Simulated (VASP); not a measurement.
Given:

```
CELL_PARAMETERS angstrom
      0.00000     3.10259     3.10259
      3.10259     0.00000     3.10259
      3.10259     3.10259     0.00000
ATOMIC_POSITIONS crystal
  Ge 0.00000 0.00000 0.00000
  Mo 0.50000 0.50000 0.50000
  Mo 0.25000 0.25000 0.25000
  Mo 0.75000 0.75000 0.75000
```

Method: PBEsol GGA, VASP's PBE PAW potentials (set 64) (plane waves; VASP). Settings: 400 eV cut-off, 10×10×10 Γ-centred mesh, tetrahedra with Blöchl corrections, potentials Ge_d Mo_sv.

Question: Estimate the energy per atom (σ→0), band gap (on the k-mesh) with the smallest direct gap where there is one.

Answer: 
```yaml
band gap (on the k-mesh): none (metal, semimetal or under 0.01 eV)
energy per atom (σ→0): -9.991 eV/atom
```

The absolute energy has meaning only against runs of the same code, potentials and settings.

The structure was generated: GeMo3 was put into the D03 type (Fm-3m), which need not be its known phase. It was relaxed first, which changed the volume by -21 %.
